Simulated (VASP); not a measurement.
Data:

```
CELL_PARAMETERS angstrom
      2.88000     0.00000     0.00000
      0.00000     2.88000     0.00000
      0.00000     0.00000     2.88000
ATOMIC_POSITIONS crystal
  Ga 0.50000 0.50000 0.50000
  Co 0.00000 0.00000 0.00000
```

Calculation: revTPSS meta-GGA, VASP's PBE PAW potentials (set 64) (plane waves; VASP). Run with 520 eV cut-off, 11×11×11 Γ-centred mesh, first-order Methfessel-Paxton smearing of 0.10 eV, potentials Ga_d Co.

Energy and stress use the plane-wave basis of the starting cell.

**Question.** The ions, cell shape and volume are relaxed. Which structure does the run end with?

**Answer.** 
```
CELL_PARAMETERS angstrom
      2.83375     0.00000     0.00000
      0.00000     2.83375     0.00000
      0.00000     0.00000     2.83375
ATOMIC_POSITIONS crystal
  Ga 0.50000 0.50000 0.50000
  Co 0.00000 0.00000 0.00000
```
Space group Pm-3m (221), at a tolerance of 0.03 Å.

**Question.** How do energy and volume change from the first to the last step?

**Answer.** The energy (σ→0) changes by -16.7 meV/atom and the volume by -4.7 %, in 3 ionic steps.

The compound is CoGa in the CsCl type structure. This run relaxes it. Symmetry was kept, so distortions that lower it aren't found. The run is not spin-polarised, so no magnetic state was tried.
